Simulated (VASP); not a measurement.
## Sr6Ir: single point with PBE

Crystal: Sr6Ir.

```
CELL_PARAMETERS angstrom
0.00000 5.28373 5.28373
5.28373 0.00000 5.28373
5.28373 5.28373 0.00000
ATOMIC_POSITIONS crystal
Sr 0.50000 0.50000 0.00000
Sr 0.50000 0.00000 0.50000
Sr 0.00000 0.00000 0.50000
Sr 0.00000 0.50000 0.00000
Sr 0.00000 0.50000 0.50000
Sr 0.50000 0.00000 0.00000
Ir 0.00000 0.00000 0.00000
```

The cell was built by a generator and needn't be a form met in nature.

| Quantity | Value |
| --- | --- |
| Program | VASP 6.6.1 |
| Task | single point |
| Functional | PBE |
| Potentials or basis | VASP PAW PBE potentials, release 64 (Sr_sv, Ir) |
| Cutoff | 520 eV |
| k mesh | 6 × 6 × 6 |
| Occupations | gaussian, width 0.1 eV |
| Spin | no spin polarisation |

- Pressure: 0.0 GPa
- Band gap on the k mesh: none (metal or under the smearing width)

Levels at points of the mesh, in eV from the Fermi level:
| k point | band 31 | band 32 | band 33 | band 34 | band 35 | band 36 | band 37 | band 38 | band 39 | band 40 |
| --- | --- | --- | --- | --- | --- | --- | --- | --- | --- | --- |
| (0.00, 0.00, 0.00) | -1.29 | -0.83 | -0.08 | -0.08 | -0.08 | 0.98 | 1.14 | 1.14 | 1.14 | 1.14 |
| (0.50, 0.00, 0.00) | -0.95 | -0.82 | -0.32 | -0.03 | -0.03 | 0.40 | 0.52 | 0.76 | 0.76 | 1.10 |
| (0.50, 0.50, 0.00) | -0.89 | -0.84 | -0.84 | -0.37 | -0.30 | -0.13 | 1.05 | 1.05 | 1.09 | 1.15 |

Wall time 11 min on 1 thread of Intel(R) Xeon(R) Platinum 8375C CPU @ 2.90GHz (Ice Lake), on a shared host, peak memory 0.52 GiB.

The run has no spin-orbit coupling, so splittings on Ir are missing.
